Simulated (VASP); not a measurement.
Input:

```xyz
8
Lattice="0.0000 3.0701 3.0701 3.0701 0.0000 3.0701 12.3412 12.3412 -0.0610" Properties=species:S:1:pos:R:3 pbc="T T T"
Zn     3.1283     3.1283     6.0818
Zn     6.1565     6.1565     6.1238
Zn     6.1145     6.1145     0.0256
Te     1.5683     1.5683     1.5018
Te     4.5984     4.5984     1.5417
Te     7.6307     7.6307     1.5795
Te    10.8825    10.8825     1.3977
Mg     9.2401     9.2401    -0.0299
```

Level of theory: PBEsol GGA, VASP's PBE PAW potentials (set 64) (plane waves; VASP 6.6.1). Numerical set-up: 400 eV cut-off, Gaussian smearing of 0.050 eV, potentials Zn Te Mg.

Unless said otherwise, spin-orbit coupling is left out, though it shifts the bands of the heavy elements here.

**Question.** What does the run give for the band gap (along the path) with the smallest direct gap where there is one?

**Answer.** 
* **band gap (along the path)**: 1.28 eV
* **smallest direct gap (along the path)**: 1.28 eV

The absolute energy has meaning only against runs of the same code, potentials and settings.

The structure was generated: MgZn3Te4 was put into an ordered model structure (R3m), which need not be its known phase. It was relaxed first.
